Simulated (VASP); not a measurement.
VASP runs on CuAu (L1_0) share one base input (PBE GGA, plane waves, VASP's PBE PAW potentials (set 64)) and change the settings named in each case.

POSCAR:
```
CuAu
2.80
  1.0000000000   0.0000000000   0.0000000000
  0.0000000000   1.0000000000   0.0000000000
  0.0000000000   0.0000000000   1.3107142857
Cu Au
1 1
Cart
  0.0000000000   0.0000000000   0.0000000000
  0.5000000000   0.5000000000   0.6553571429
```

INCAR:
```
# general
SYSTEM  = CuAu
PREC    = Accurate
ENCUT   = 400
LREAL   = .FALSE.
LASPH   = .TRUE.

# electronic loop
EDIFF   = 1E-6
NELM    = 100
ALGO    = Normal
LMAXMIX = 6

# smearing
ISMEAR  = 1
SIGMA   = 0.1

# functional
GGA     = PE

# ions
ISIF    = 2

# output
LWAVE   = .FALSE.
LCHARG  = .FALSE.
```

KPOINTS:
```
Automatic mesh
0
Gamma
12 12 9
0 0 0
```

POTCAR, in this order: Cu Au (PBE.64 set). Program: vasp_std.

| change | E(σ→0) (eV/atom) | pressure (GPa) | −TS (eV) |
|---|---|---|---|
| base run | -3.5163 | 6.35 | -0.0009 |
| LDAU = .TRUE., LDAUJ = 0 0, LDAUL = 2 -1, LDAUTYPE = 2, LDAUU = 1.0 0 | -3.3456 | 5.97 | -0.0007 |
| LDAU = .TRUE., LDAUJ = 0 0, LDAUL = 2 -1, LDAUTYPE = 2, LDAUU = 2.0 0 | -3.1827 | 5.70 | -0.0005 |
| LDAU = .TRUE., LDAUJ = 0 0, LDAUL = 2 -1, LDAUTYPE = 2, LDAUU = 3.0 0 | -3.0275 | 5.36 | -0.0001 |
| LDAU = .TRUE., LDAUJ = 0 0, LDAUL = 2 -1, LDAUTYPE = 2, LDAUU = 4.0 0 | -2.8801 | 5.02 | 0.0001 |
| LDAU = .TRUE., LDAUJ = 0 0, LDAUL = 2 -1, LDAUTYPE = 2, LDAUU = 5.0 0 | -2.7401 | 4.68 | -0.0001 |
| LDAU = .TRUE., LDAUJ = 0 0, LDAUL = 2 -1, LDAUTYPE = 2, LDAUU = 6.0 0 | -2.6076 | 4.41 | -0.0003 |
| LDAU = .TRUE., LDAUJ = 0 0, LDAUL = 2 -1, LDAUTYPE = 2, LDAUU = 8.0 0 | -2.3651 | 3.78 | -0.0005 |
| LDAU = .TRUE., LDAUJ = 0 0, LDAUL = 2 -1, LDAUTYPE = 2, LDAUU = 5.0 0, LMAXMIX = 2 | -2.7401 | 4.71 | -0.0001 |
 Energies of different potentials or functionals have different zeros. Unless said otherwise, spin-orbit coupling is left out, though it shifts the bands of the heavy elements here.

Left out are runs that ran out of time, are held back, or changed the cell or the kind of run, fixed moments of cells without a moment, rows past the twelfth, gaps on odd meshes, pressures of charged cells and columns that move by less than the noise.

The compound is CuAu in the L1_0 structure. The cell was not relaxed at this level.
